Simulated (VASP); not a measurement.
All values below come from PBEsol GGA, VASP's PBE PAW potentials (set 64) (plane waves; VASP).

The input files of a VASP run:

### POSCAR
```
SrTe
1
    0.0000000000     3.3079885756     3.3079885756
    3.3079885756     0.0000000000     3.3079885756
    3.3079885756     3.3079885756     0.0000000000
Sr Te
1 1
Direct
  0.0000000000   0.0000000000   0.0000000000
  0.5000000000   0.5000000000   0.5000000000
```

**INCAR**
```
! general
SYSTEM =SrTe
PREC   =Accurate
ENCUT  =520
LREAL  =F   ! projection in real space or not
LASPH  =T   ! aspherical one-centre terms

! electronic loop
EDIFF  =1E-7
NELM   =100   ! most electronic steps
ALGO   =Normal
LMAXMIX=4   ! l cut-off of mixed one-centre charges

! smearing
ISMEAR =-5   ! tetrahedra, Bloechl

! functional
GGA    =PS

! ions
ISIF   =2   ! forces and stress, cell fixed

! output
LWAVE  =F
LCHARG =T
LORBIT =11
NEDOS  =601   ! DOS grid
```

### KPOINTS
```
Automatic mesh
0
Gamma
8 8 8
0 0 0
```

POTCAR, in this order: Sr_sv Te (PBE.64 set). Program: vasp_std.

### Question
What will the output report for the number of irreducible k-points (NKPTS), largest plane-wave count, number of space-group operations, FFT grid (NGX, NGY, NGZ)?

### Answer

```
Property                                       Value
--------------------------------------  ------------
number of irreducible k-points (NKPTS)            29
largest plane-wave count                        1964
number of space-group operations                  48
FFT grid (NGX, NGY, NGZ)                36 × 36 × 36
```

The compound is SrTe in the rock salt structure. It was relaxed first.
